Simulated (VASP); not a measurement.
# Si2Ru2Se (I4/mmm) in VASP: single point with PBE

Aim: the single point of Si2Ru2Se with PBE.

Program: VASP 6.6.1. These are calculated values, not measurements. Logs are shortened: lines on timing, memory, paths and dates and some standing lists are left out, and cuts for length are marked.

## (1) The crystal as given

The structure is tetragonal, space group I4/mmm (No. 139). Conventional cell: a = 4.095 Å, b = 4.095 Å, c = 9.517 Å, α = 90.00°, β = 90.00°, γ = 90.00°. Around Ru (site symmetry -4m2) lie 4 Si at 2.37 Å. Around Si (site symmetry 4mm) lie 4 Ru at 2.37 Å and 1 Si at 2.38 Å. Around Se (site symmetry 4/mmm) lie 10 Si at 3.13 to 3.57 Å and 8 Ru at 3.14 Å.

The cell was built by a generator and needn't be a form met in nature.

## (2) Single point, PBE

INCAR

```
  PREC = Accurate
  ENCUT = 520
  EDIFF = 1E-7
  ISMEAR = -1
  SIGMA = 0.1
  LREAL = F
  LASPH = T
  NELM = 60
  ALGO = Fast
  ISIF = 2
  LWAVE = F
  LCHARG = F
  GGA = PE
  NBANDS = 29
```

KPOINTS

```
regular mesh
0
Gamma
  9 9 9
```

POSCAR

```
Si2Ru2Se
1.0
    0.0000000000      4.0947510000      0.0000000000
    4.0947510000      0.0000000000      0.0000000000
    2.0473750000      2.0473750000     -4.7583950000
Ru Si Se
2 2 1
Direct
    0.7500000000      0.2500000000      0.5000000000
    0.2500000000      0.7500000000      0.5000000000
    0.3750000000      0.3750000000      0.2500000000
    0.6250000000      0.6250000000      0.7500000000
    0.0000000000      0.0000000000      0.0000000000
```

Potentials or basis: VASP PAW PBE potentials, release 64 (Ru_pv, Si, Se).

Started as:

```
$ cat potpaw_PBE.64/Ru_pv/POTCAR potpaw_PBE.64/Si/POTCAR potpaw_PBE.64/Se/POTCAR > POTCAR
$ mpirun -np 1 vasp_std > vasp.out
```

OUTCAR:

```text
PREC = Accurate
   ENCUT = 520
   EDIFF = 1E-7
   ISMEAR = -1
   LREAL = F
   LASPH = T
   NELM = 60
   ISIF = 2
   GGA = PE

 ion  position               nearest neighbor table
   1  0.750  0.250  0.500-   3 2.37   4 2.37   3 2.37   4 2.37   2 2.90   2 2.90   2 2.90   2 2.90

   2  0.250  0.750  0.500-   3 2.37   4 2.37   3 2.37   4 2.37   1 2.90   1 2.90   1 2.90   1 2.90

   3  0.375  0.375  0.250-   1 2.37   2 2.37   2 2.37   1 2.37   4 2.38
   4  0.625  0.625  0.750-   1 2.37   2 2.37   2 2.37   1 2.37   3 2.38
   5  0.000  0.000  0.000-

  LATTYP: Found a body centered tetragonal cell.
 ALAT       =     4.0947510000
 C/A-ratio  =     2.3241437636

  Lattice vectors:

 A1 = (  -2.0473750000,   2.0473760000,   4.7583950000)
 A2 = (   2.0473760000,  -2.0473750000,   4.7583950000)
 A3 = (   2.0473750000,   2.0473750000,  -4.7583950000)

Analysis of symmetry for initial positions (statically):
=====================================================================
 Subroutine PRICEL returns:
 Original cell was already a primitive cell.

 Routine SETGRP: Setting up the symmetry group for a
 body centered tetragonal supercell.

 Subroutine GETGRP returns: Found 16 space group operations
 (whereof 16 operations were pure point group operations)
 out of a pool of 16 trial point group operations.

The static configuration has the point symmetry D_4h.

Analysis of symmetry for dynamics (positions and initial velocities):
=====================================================================
 Subroutine PRICEL returns:
 Original cell was already a primitive cell.

 Routine SETGRP: Setting up the symmetry group for a
 body centered tetragonal supercell.

 Subroutine GETGRP returns: Found 16 space group operations
 (whereof 16 operations were pure point group operations)
 out of a pool of 16 trial point group operations.

The dynamic configuration has the point symmetry D_4h.

 Subroutine INISYM returns: Found 16 space group operations
 (whereof 16 operations are pure point group operations),
 and found     1 'primitive' translations

----------------------------------------------------------------------------------------

                                     Primitive cell

  volume of cell :      79.7839

  direct lattice vectors                    reciprocal lattice vectors
     0.000000000  4.094751000  0.000000000     0.000000000  0.244215094  0.105077422
     4.094751000  0.000000000  0.000000000     0.244215094  0.000000000  0.105077422
     2.047375000  2.047375000 -4.758395000     0.000000000  0.000000000 -0.210154895

  length of vectors
     4.094751000  4.094751000  5.570081845     0.265861386  0.265861386  0.210154895

  position of ions in fractional coordinates (direct lattice)
     0.750000000  0.250000000  0.500000000
     0.250000000  0.750000000  0.500000000
     0.375000000  0.375000000  0.250000000
     0.625000000  0.625000000  0.750000000
     0.000000000  0.000000000  0.000000000

  ion indices of the primitive-cell ions
   primitive index   ion index
                 1           1
                 2           2
                 3           3
                 4           4
                 5           5

----------------------------------------------------------------------------------------

 KPOINTS: regular mesh

Automatic generation of k-mesh.
 Grid dimensions read from file:
 generate k-points for:    9    9    9

 Generating k-lattice:

  Cartesian coordinates                     Fractional coordinates (reciprocal lattice)
     0.000000000  0.027135010  0.011675269     0.111111111  0.000000000 -0.000000000
     0.027135010  0.000000000  0.011675269     0.000000000  0.111111111 -0.000000000
     0.000000000  0.000000000 -0.023350544     0.000000000  0.000000000  0.111111111

  Length of vectors
     0.029540154  0.029540154  0.023350544

  Shift w.r.t. Gamma in fractional coordinates (k-lattice)
     0.000000000  0.000000000  0.000000000

 Subroutine IBZKPT returns following result:
 ===========================================

 Found     75 irreducible k-points:

 Following reciprocal coordinates:
            Coordinates               Weight
  0.000000  0.000000  0.000000      1.000000
  0.111111  0.000000  0.000000      8.000000
  0.222222  0.000000  0.000000      8.000000
  0.333333  0.000000 -0.000000      8.000000
  0.444444  0.000000  0.000000      8.000000
  0.111111  0.111111  0.000000      8.000000
[... 16 lines left out ...]
 -0.333333  0.333333  0.000000      4.000000
  0.444444  0.444444  0.000000      8.000000
 [... further k-points ...]
   k-points           NKPTS =     75   k-points in BZ     NKDIM =     75   number of bands    NBANDS=     29
   number of dos      NEDOS =    301   number of ions     NIONS =      5
   total plane-waves  NPLWV =  37800
   dimension x,y,z NGX =    30 NGY =   30 NGZ =   42
   dimension x,y,z NGXF=    60 NGYF=   60 NGZF=   84
   ions per type =               2   2   1
   NGX,Y,Z   is equivalent  to a cutoff of  12.18, 12.18, 12.54 a.u.
   NGXF,Y,Z  is equivalent  to a cutoff of  24.36, 24.36, 25.07 a.u.
 SYSTEM =  unknown system
   PREC   = accura    normal or accurate (medium, high low for compatibility)
   ISTART =      0    job   : 0-new  1-cont  2-samecut
   ICHARG =      2    charge: 1-file 2-atom 10-const
   ISPIN  =      1    spin polarized calculation?
   LNONCOLLINEAR =      F non collinear calculations
   LSORBIT =      F    spin-orbit coupling
   LASPH  =      T    aspherical Exc in radial PAW
   ENCUT  =  520.0 eV  38.22 Ry    6.18 a.u.   7.61  7.61 10.36*2*pi/ulx,y,z
   NELM   =     60;   NELMIN=  2; NELMDL= -5     # of ELM steps
   EDIFF  = 0.1E-06   stopping-criterion for ELM
   LREAL  =      F    real-space projection
   EDIFFG = 0.1E-05   stopping-criterion for IOM
   NSW    =      0    number of steps for IOM
   IBRION =     -1    ionic relax: 0-MD 1-quasi-New 2-CG
   NFREE  =      0    steps in history (QN), initial steepest desc. (CG)
   ISIF   =      2    stress and relaxation
   ISYM   =      2    0-nonsym 1-usesym 2-fastsym
   POTIM  = 0.5000    time-step for ionic-motion
   TEBEG  =    0.0;   TEEND  =   0.0 temperature during run
   PSTRESS=    0.0 pullay stress
   NELECT =      42.0000    total number of electrons
   NUPDOWN=      -1.0000    fix difference up-down
   EMIN   =  10.00;   EMAX   =-10.00  energy-range for DOS
   EFERMI =   0.00;   METHOD = LEGACY
   ISMEAR =    -1;   SIGMA  =   0.10  broadening in eV -4-tet -1-fermi 0-gaus
   EFERMI_NEDOS =   21; number of points for ismear=-14 and -15
   IALGO  =     68    algorithm
   IMIX   =      4    mixing-type and parameters
     AMIX     =   0.40;   BMIX     =  1.00
     AMIX_MAG =   1.60;   BMIX_MAG =  1.00
  volume/ion in A,a.u.               =      15.96       107.68
  Fermi-wavevector in a.u.,A,eV,Ry     =   1.321862  2.497957 23.773718  1.747319
  Thomas-Fermi vector in A             =   2.451585
   LORBIT       =      0    0 simple, 1 ext, 2 COOP (PROOUT), +10 PAW based schemes
   GGA     = PE    functional components
   LHFCALC =     F    Hartree Fock is set to
   AEXX    =    0.0000 exact exchange contribution
   IVDW    =     0    specifies the selected vdW correction
   LEPSILON=     F    determine dielectric tensor
   LRPA    =     F    only Hartree local field effects (RPA)
 non-spin polarized calculation
 RMM-DIIS sequential band-by-band and
  energy-cutoff  :      520.00
  volume of cell :       79.78
 maximum number of plane-waves:      2165
   NGX = 15   NGY = 15   NGZ = 21

 number of electron      41.9999995 magnetization

 Free energy of the ion-electron system (eV)
  ---------------------------------------------------
  ext. energy  EPLUGINS =         0.00000000
  ---------------------------------------------------
  free energy    TOTEN  =       -32.88050543 eV

  energy without entropy =      -32.76874102  energy(sigma->0) =      -32.82462323

 E-fermi :   8.6228     XC(G=0): -11.7397

 val. band max:        8.6218443209   @ k =   0.1111   0.0000   0.0000
 cond. band min:       8.6372939270   @ k =  -0.1111   0.4444   0.1111
 fundamental gap:      0.0154496060
 Fermi energy:         8.6228280594

 k-point     1 :       0.0000    0.0000    0.0000
  band No.  band energies     occupation
      1     -33.6278      2.00000
      2     -33.6278      2.00000
      3     -33.3752      2.00000
      4     -33.3752      2.00000
      5     -33.3693      2.00000
      6     -33.3081      2.00000
[... 21 lines left out ...]
     28      13.1171      0.00000
     29      15.8250      0.00000

 k-point     2 :       0.1111    0.0000    0.0000
  band No.  band energies     occupation
      1     -33.6210      2.00000
      2     -33.6203      2.00000
      3     -33.3837      2.00000
      4     -33.3829      2.00000
      5     -33.3674      2.00000
      6     -33.3098      2.00000
[... 21 lines left out ...]
     28      13.3565      0.00000
     29      16.2439      0.00000

 k-point     3 :       0.2222    0.0000    0.0000
  band No.  band energies     occupation
      1     -33.6013      2.00000
      2     -33.5986      2.00000
      3     -33.4079      2.00000
      4     -33.4051      2.00000
      5     -33.3619      2.00000
      6     -33.3149      2.00000
[... 21 lines left out ...]
     28      14.2434      0.00000
     29      16.7495      0.00000

 k-point     4 :       0.3333    0.0000   -0.0000
  band No.  band energies     occupation
      1     -33.5702      2.00000
      2     -33.5653      2.00000
      3     -33.4441      2.00000
      4     -33.4390      2.00000
      5     -33.3535      2.00000
      6     -33.3229      2.00000
[... 597 lines left out ...]
     28      14.4957      0.00000
     29      15.8837      0.00000

 k-point    23 :      -0.3333    0.3333    0.0000
  band No.  band energies     occupation
      1     -33.6559      2.00000
      2     -33.5939      2.00000
      3     -33.4196      2.00000
      4     -33.3556      2.00000
      5     -33.3451      2.00000
      6     -33.3301      2.00000
[... 21 lines left out ...]
     28      15.0882      0.00000
     29      15.6841      0.00000

 k-point    24 :       0.4444    0.4444    0.0000
  band No.  band energies     occupation
      1     -33.6643      2.00000
      2     -33.6567      2.00000
      3     -33.3575      2.00000
      4     -33.3498      2.00000
      5     -33.3385      2.00000
      6     -33.3361      2.00000
[... 21 lines left out ...]
     28      14.0216      0.00000
     29      16.6597      0.00000

 [... further k-points ...]

------------------------ aborting loop because EDIFF is reached ----------------------------------------

  FORCE on cell =-STRESS in cart. coord.  units (eV):
  Direction    XX          YY          ZZ          XY          YZ          ZX
  --------------------------------------------------------------------------------------
  -------------------------------------------------------------------------------------
  Total        3.4287450      3.4287450     -2.9783121     -0.0000000     -0.0000003     -0.0000003
  in kB       68.8541755     68.8541755    -59.8088290     -0.0000000     -0.0000063     -0.0000063
  external PRESSURE =      25.9665074 kB  Pullay stress =       0.0000000 kB

 VOLUME and BASIS-vectors are now :
 -----------------------------------------------------------------------------
  energy-cutoff  :      520.00
  volume of cell :       79.78
      direct lattice vectors                 reciprocal lattice vectors
     0.000000000  4.094751000  0.000000000     0.000000000  0.244215094  0.105077422
     4.094751000  0.000000000  0.000000000     0.244215094  0.000000000  0.105077422
     2.047375000  2.047375000 -4.758395000     0.000000000  0.000000000 -0.210154895

 POSITION                                       TOTAL-FORCE (eV/Angst)
 -----------------------------------------------------------------------------------
      2.04738      4.09475     -2.37920        -0.000000     -0.000000      0.000000
      4.09475      2.04738     -2.37920         0.000000      0.000000     -0.000000
      2.04738      2.04738     -1.18960         0.000000      0.000000      0.666110
      4.09475      4.09475     -3.56880        -0.000000     -0.000000     -0.666110
      0.00000      0.00000      0.00000        -0.000000     -0.000000      0.000000
 -----------------------------------------------------------------------------------
    total drift:                                0.000000     -0.000000      0.000000

  FREE ENERGIE OF THE ION-ELECTRON SYSTEM (eV)
  ---------------------------------------------------
  free  energy   TOTEN  =       -32.8805054314 eV

  energy  without entropy=      -32.7687410211  energy(sigma->0) =      -32.82462323
```

Wall time 2.9 min (1 thread of Intel Xeon 6975P-C (Granite Rapids), shared host); peak memory 0.29 GiB.

What came out:

| Quantity | Value |
| --- | --- |
| Free energy | -32.8805 eV |
| Pressure | 2.6 GPa |
| Largest force | 0.666 eV/Å |
| Band gap on the k mesh | none (metal or under the smearing width) |

Forces on the atoms (eV/Å):
```
Ru   0.000  0.000  0.000
Ru   0.000  0.000  0.000
Si   0.000  0.000  0.666
Si   0.000  0.000 -0.666
Se   0.000  0.000  0.000
```
